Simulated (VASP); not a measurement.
An input for Quantum ESPRESSO's pw.x (written as the equivalent of a VASP run, and not itself run):

```
&CONTROL
  calculation = 'vc-relax'
  pseudo_dir = './pseudo'
  outdir = './out'
  tprnfor = .true.
  tstress = .true.
  nstep = 60
  forc_conv_thr = 0.00039
/
&SYSTEM
  ibrav = 0
  nat = 2
  ntyp = 2
  ecutwfc = 84
  occupations = 'smearing'
  smearing = 'gaussian'
  degauss = 0.003675
  input_dft = 'vdw-df2-b86r'
/
&ELECTRONS
  conv_thr = 7.3e-08
  electron_maxstep = 100
/
&IONS
/
&CELL
/
ATOMIC_SPECIES
  Ga 69.723 Ga.upf
  N 14.007 N.upf
CELL_PARAMETERS angstrom
     0.0000000    2.2600000    2.2600000
     2.2600000    0.0000000    2.2600000
     2.2600000    2.2600000    0.0000000
ATOMIC_POSITIONS crystal
  Ga   0.0000000  0.0000000  0.0000000
  N    0.2500000  0.2500000  0.2500000
K_POINTS automatic
  9 9 9 0 0 0
```

**Question.** Write the VASP files for the same calculation (rev-vdW-DF2).

**Answer.** One answer among several that fit: 
POSCAR:
```
GaN
1
    0.0000000000     2.2600000000     2.2600000000
    2.2600000000     0.0000000000     2.2600000000
    2.2600000000     2.2600000000     0.0000000000
Ga N
1 1
Direct
  0.0000000000   0.0000000000   0.0000000000
  0.2500000000   0.2500000000   0.2500000000
```

**INCAR**
```
SYSTEM = GaN
PREC = Accurate; ENCUT = 520; LREAL = .False.
LASPH = .True.
EDIFF = 1E-6; NELM = 100; ALGO = Normal
LMAXMIX = 4
ISMEAR = 0; SIGMA = 0.05
GGA = MK; LUSE_VDW = .True.; AGGAC = 0.0
PARAM1 = 0.1234568; PARAM2 = 0.7114; ZAB_VDW = -1.8867
IBRION = 2; NSW = 60; ISIF = 3
EDIFFG = -0.01
LWAVE = .False.; LCHARG = .False.
```

**KPOINTS**
```
Automatic mesh
0
Gamma
9 9 9
0 0 0
```

POTCAR, in this order: Ga_d N (PBE.64 set). Program: vasp_std.

The two are equivalent in intent, not identical: the potentials are each code's own (VASP's PAW set, PseudoDojo norm-conserving files in pw.x), so ENCUT and ecutwfc are chosen apart and not converted; conv_thr bounds pw.x's estimated SCF error, while EDIFF bounds the energy change between steps; forc_conv_thr acts on force components and is met together with etot_conv_thr.

The compound is GaN in the zinc blende structure, a metastable form; wurtzite is the usual one. This run relaxes it. Symmetry was kept, so distortions that lower it aren't found.
